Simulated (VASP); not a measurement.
Calculation: PBEsol GGA, VASP's PBE PAW potentials (set 64) (plane waves; VASP).

VASP ran on this input.

KPOINTS:
```
Regular mesh
0
Gamma
  14 14 14
```

**INCAR**
```
# general
SYSTEM=Al
PREC  =Accurate
ENCUT =480
LREAL =.False.
LASPH =.True.

# electronic loop
EDIFF =1E-7
NELM  =100
ALGO  =Normal

# smearing
ISMEAR=1
SIGMA =0.1

# functional
GGA   =PS

# ions
ISIF  =2

# output
LWAVE =.False.
LCHARG=.False.
```

File POSCAR:
```
Al
2.0057810
  0.0000000000   0.9799998347   0.9999998313
  0.9799998347   0.0000000000   0.9999998313
  0.9799998347   0.9799998347   0.0000000000
Al
1
Cartesian
  0.0000000000   0.0000000000   0.0000000000
```

POTCAR, in this order: Al (PBE.64 set). Program: vasp_std.

The run wrote:

OSZICAR:
```
       N       E                     dE             d eps       ncg     rms          rms(c)
DAV:   1    -0.209367372024E+01   -0.20937E+01   -0.82161E+02  2650   0.304E+02
DAV:   2    -0.407827473761E+01   -0.19846E+01   -0.18609E+01  3110   0.301E+01
DAV:   3    -0.410682446384E+01   -0.28550E-01   -0.27546E-01  3250   0.348E+00
DAV:   4    -0.410690961699E+01   -0.85153E-04   -0.85157E-04  3175   0.185E-01
DAV:   5    -0.410690994224E+01   -0.32524E-06   -0.32475E-06  3335   0.115E-02    0.152E+00
DAV:   6    -0.408890311651E+01    0.18007E-01   -0.19391E-03  2830   0.295E-01    0.859E-01
DAV:   7    -0.407676006413E+01    0.12143E-01   -0.53397E-03  2840   0.471E-01    0.184E-01
DAV:   8    -0.407674375446E+01    0.16310E-04   -0.31268E-05  3255   0.584E-02    0.208E-02
DAV:   9    -0.407674303141E+01    0.72304E-06   -0.47602E-07  3110   0.524E-03    0.146E-03
DAV:  10    -0.407674283764E+01    0.19378E-06   -0.44602E-09  2225   0.682E-04    0.153E-03
DAV:  11    -0.407674281527E+01    0.22367E-07   -0.25840E-10  1530   0.146E-04
   1 F= -.40767428E+01 E0= -.40766694E+01  d E =-.220394E-03
```

OUTCAR:
```
------------------------ aborting loop because EDIFF is reached ----------------------------------------
  FORCE on cell =-STRESS in cart. coord.  units (eV):
  Direction    XX          YY          ZZ          XY          YZ          ZX
  --------------------------------------------------------------------------------------
  Total        0.4141661      0.4141661      0.2455320      0.0000000      0.0000000     -0.0000000
  in kB       42.8107298     42.8107298     25.3796876      0.0000000      0.0000000     -0.0000000
  external PRESSURE =      37.0003824 kB  Pullay stress =       0.0000000 kB
  volume of cell :       15.50
      direct lattice vectors                 reciprocal lattice vectors
     0.000000000  1.965665048  2.005780662    -0.254366837  0.254366837  0.249279500
     1.965665048  0.000000000  2.005780662     0.254366837 -0.254366837  0.249279500
     1.965665048  1.965665048  0.000000000     0.254366837  0.254366837 -0.249279500
 POSITION                                       TOTAL-FORCE (eV/Angst)
 -----------------------------------------------------------------------------------
      0.00000      0.00000      0.00000         0.000000      0.000000      0.000000
 -----------------------------------------------------------------------------------
    total drift:                               -0.000000      0.000000      0.000000
  FREE ENERGIE OF THE ION-ELECTRON SYSTEM (eV)
  ---------------------------------------------------
  free  energy   TOTEN  =        -4.0767428153 eV

  energy  without entropy=       -4.0765224209  energy(sigma->0) =       -4.07666935
```
(Selected blocks of OUTCAR.)

**OUTCAR**
```
 val. band max:        8.5706283800   @ k =  -0.3571   0.0714   0.4286

 cond. band min:       8.5921802059   @ k =  -0.2857   0.1429   0.0714


 Fermi energy:         8.5903070759

 k-point     1 :       0.0000    0.0000    0.0000
  band No.  band energies     occupation
      1      -2.9526      2.00000
      2      21.4121      0.00000
      3      21.6431      0.00000
      4      21.6431      0.00000
      5      23.5177      0.00000

 k-point     2 :       0.0714    0.0000    0.0000
  band No.  band energies     occupation
      1      -2.8081      2.00000
      2      19.4461      0.00000
      3      21.0953      0.00000
      4      21.2589      0.00000
      5      24.0564      0.00000

 k-point     3 :       0.1429    0.0000    0.0000
  band No.  band energies     occupation
      1      -2.3755      2.00000
      2      16.4759      0.00000
      3      20.4685      0.00000
      4      20.6784      0.00000
      5      23.9189      0.00000

 k-point     4 :       0.2143   -0.0000    0.0000
  band No.  band energies     occupation
      1      -1.6576      2.00000
      2      13.5701      0.00000
      3      19.9793      0.00000
      4      20.2454      0.00000
      5      23.6574      0.00000

 k-point     5 :       0.2857   -0.0000    0.0000
  band No.  band energies     occupation
      1      -0.6591      2.00000
      2      10.8377      0.00000
      3      19.6969      0.00000
      4      20.0236      0.00000
      5      22.9242      0.00000

 k-point     6 :       0.3571   -0.0000    0.0000
  band No.  band energies     occupation
      1       0.6136      2.00000
      2       8.3159      2.00073
      3      19.6392      0.00000
      4      20.0279      0.00000
      5      21.8085      0.00000

 k-point     7 :       0.4286   -0.0000    0.0000
  band No.  band energies     occupation
      1       2.1511      2.00000
      2       6.0259      2.00000
      3      19.8083      0.00000
...
```

The compound is Al in the fcc structure. This cell was strained or had an atom moved on purpose.
